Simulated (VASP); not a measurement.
Calculation: optB88-vdW, VASP's PBE PAW potentials (set 64) (plane waves; VASP).

VASP input:

KPOINTS:
```
K-points
0
gamma
 15 15 15
```

### POSCAR
```
Ir
1
   -0.0000000000     1.9425779555     1.9425779555
    1.9425779555    -0.0000000000     1.9425779555
    1.9425779555     1.9425779555     0.0000000000
Ir
1
Direct
  0.0000000000   0.0000000000   0.0000000000
```

INCAR:
```
# general
SYSTEM  =Ir
PREC    =Accurate
ENCUT   =520
LREAL   =F   # projection in real space or not
LASPH   =T

# electronic loop
EDIFF   =1E-6   # SCF stop (eV)
NELM    =100
ALGO    =Normal   # blocked Davidson
LMAXMIX =6

# smearing
ISMEAR  =1   # Methfessel-Paxton
SIGMA   =0.1   # width (eV)

# functional
GGA     =BO
LUSE_VDW=T
AGGAC   =0.0
PARAM1  =0.1833333333
PARAM2  =0.22

# ions
IBRION  =2
NSW     =60   # most ionic steps
ISIF    =3   # ions, shape and volume
EDIFFG  =-0.01   # ionic stop

# output
LWAVE   =F
LCHARG  =F
```

POTCAR, in this order: Ir (PBE.64 set). Program: vasp_std.

Unless said otherwise, spin-orbit coupling is left out, though it shifts the bands of the heavy elements here.

Task: What does the run give for the energy per atom (σ→0), band gap (on the k-mesh)?

Result: 
```
Property                                                    Result
------------------------  ----------------------------------------
energy per atom (σ→0)                               -6.181 eV/atom
band gap (on the k-mesh)  none (metal, semimetal or under 0.01 eV)
```

### OSZICAR
```
...
DAV:   5    -0.669489742119E+01   -0.29886E-04   -0.29884E-04  2832   0.933E-02    0.133E+01
DAV:   6    -0.626074518205E+01    0.43415E+00   -0.97174E-01  2240   0.136E+01    0.548E+00
DAV:   7    -0.618718284235E+01    0.73562E-01   -0.26097E-01  2520   0.654E+00    0.152E+00
DAV:   8    -0.618146494591E+01    0.57179E-02   -0.29473E-03  2176   0.848E-01    0.725E-02
DAV:   9    -0.618142249890E+01    0.42447E-04   -0.23303E-04  2744   0.227E-01    0.152E-02
DAV:  10    -0.618143065132E+01   -0.81524E-05   -0.60248E-06  2216   0.299E-02    0.127E-03
DAV:  11    -0.618143077903E+01   -0.12771E-06   -0.74635E-08  1416   0.374E-03
   1 F= -.61814308E+01 E0= -.61813047E+01  d E =-.618143E+01
```

The compound is Ir in the fcc structure. It was relaxed first. The start is the result of an earlier pass.
